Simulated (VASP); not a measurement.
A run of VASP 6.6.1:

File POSCAR:

```
TaSbSe
1.0
    3.6296100000      0.0000000000      0.0000000000
    0.0000000000      3.6296100000      0.0000000000
    0.0000000000      0.0000000000      5.6345500000
Ta Sb Se
1 1 1
Direct
    0.0000000000      0.0000000000      0.0000000000
    0.0000000000      0.0000000000      0.5000000000
    0.5000000000      0.5000000000      0.0000000000
```

The input INCAR.step1:

```
SYSTEM = TaSbSe
PREC = Accurate
ENCUT = 600
EDIFF = 1E-7
ISMEAR = -1
SIGMA = 0.05
LREAL = .FALSE.
LASPH = .TRUE.
NELM = 80
ALGO = Normal
ISIF = 2
LWAVE = .FALSE.
LCHARG = .TRUE.
LMAXMIX = 4
GGA = PE
NBANDS = 18
```

KPOINTS.step1

```
regular mesh
0
G
  7 7 5
  0 0 0
```

INCAR.step2

```
SYSTEM = TaSbSe
PREC = Accurate
ENCUT = 600
EDIFF = 1E-7
ISMEAR = 0
SIGMA = 0.05
LREAL = .FALSE.
LASPH = .TRUE.
NELM = 80
ALGO = Normal
ISIF = 2
LWAVE = .FALSE.
LCHARG = .FALSE.
LMAXMIX = 4
GGA = PE
NBANDS = 18
ICHARG = 11
```

File KPOINTS.step2:

```
path GXMGZRAZ,XR,MA
15
line-mode
reciprocal
 0.0000000000  0.0000000000  0.0000000000  G
 0.0000000000  0.5000000000  0.0000000000  X

 0.0000000000  0.5000000000  0.0000000000  X
 0.5000000000  0.5000000000  0.0000000000  M

 0.5000000000  0.5000000000  0.0000000000  M
 0.0000000000  0.0000000000  0.0000000000  G

 0.0000000000  0.0000000000  0.0000000000  G
 0.0000000000  0.0000000000  0.5000000000  Z

 0.0000000000  0.0000000000  0.5000000000  Z
 0.0000000000  0.5000000000  0.5000000000  R

 0.0000000000  0.5000000000  0.5000000000  R
 0.5000000000  0.5000000000  0.5000000000  A

 0.5000000000  0.5000000000  0.5000000000  A
 0.0000000000  0.0000000000  0.5000000000  Z

 0.0000000000  0.5000000000  0.0000000000  X
 0.0000000000  0.5000000000  0.5000000000  R

 0.5000000000  0.5000000000  0.0000000000  M
 0.5000000000  0.5000000000  0.5000000000  A
```

Potentials or basis: VASP PAW PBE potentials, release 64 (Ta_pv, Sb, Se).

The run is started by

```sh
$ cat potpaw_PBE.64/Ta_pv/POTCAR potpaw_PBE.64/Sb/POTCAR potpaw_PBE.64/Se/POTCAR > POTCAR
$ cp INCAR.step1 INCAR
$ cp KPOINTS.step1 KPOINTS
$ mpirun -np 1 vasp_std > vasp.out
$ cp INCAR.step2 INCAR
$ cp KPOINTS.step2 KPOINTS
$ mpirun -np 1 vasp_std > vasp.out
```

Hardware: 1 thread of Intel(R) Xeon(R) Platinum 8488C (Sapphire Rapids), with other jobs on the host.

Question: Estimate the wall time of this run.

Answer: Wall time 110 s on 1 thread of Intel(R) Xeon(R) Platinum 8488C (Sapphire Rapids) (shared host), peak memory 0.39 GiB. Counts: scf iterations 8, k points 135.
